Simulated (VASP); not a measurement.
An input for Quantum ESPRESSO's pw.x (written as the equivalent of a VASP run, and not itself run):

```
&CONTROL
  calculation = 'scf'
  pseudo_dir = './pseudo'
  outdir = './out'
  tprnfor = .true.
  tstress = .true.
/
&SYSTEM
  ibrav = 0
  nat = 2
  ntyp = 2
  ecutwfc = 82
  occupations = 'smearing'
  smearing = 'gaussian'
  degauss = 0.003675
  input_dft = 'pbe'
/
&ELECTRONS
  conv_thr = 7.3e-09
  electron_maxstep = 100
/
ATOMIC_SPECIES
  Ag 107.868 Ag.upf
  I 126.904 I.upf
CELL_PARAMETERS angstrom
     0.0000000    3.3774808    3.3774808
     3.3774808    0.0000000    3.3774808
     3.3774808    3.3774808    0.0000000
ATOMIC_POSITIONS crystal
  Ag   0.0000000  0.0000000  0.0000000
  I    0.2500000  0.2500000  0.2500000
K_POINTS automatic
  7 7 7 0 0 0
```

Task: Write the VASP files for the same calculation (PBE).

Result: This is not unique; one that fits is 
**POSCAR**
```
AgI
4.7764790
  0.0000000000   0.7071067944   0.7071067944
  0.7071067944   0.0000000000   0.7071067944
  0.7071067944   0.7071067944   0.0000000000
Ag I
1 1
Direct
  0.0000000000   0.0000000000   0.0000000000
  0.2500000000   0.2500000000   0.2500000000
```

### INCAR
```
ALGO = Normal
EDIFF = 1E-7
ENCUT = 520
GGA = PE
ISIF = 2
ISMEAR = 0
LASPH = T
LCHARG = F
LMAXMIX = 4
LREAL = F
LWAVE = F
NELM = 100
PREC = Accurate
SIGMA = 0.05
SYSTEM = AgI
```

KPOINTS:
```
Automatic mesh
0
Gamma
7 7 7
0 0 0
```

POTCAR, in this order: Ag I (PBE.64 set). Program: vasp_std.

The two are equivalent in intent, not identical: the potentials are each code's own (VASP's PAW set, PseudoDojo norm-conserving files in pw.x), so ENCUT and ecutwfc are chosen apart and not converted; conv_thr bounds pw.x's estimated SCF error, while EDIFF bounds the energy change between steps.

The compound is AgI in the zinc blende structure, whereas wurtzite is the usual form. This cell is one point of a volume scan, at 1.06 of the reference volume.
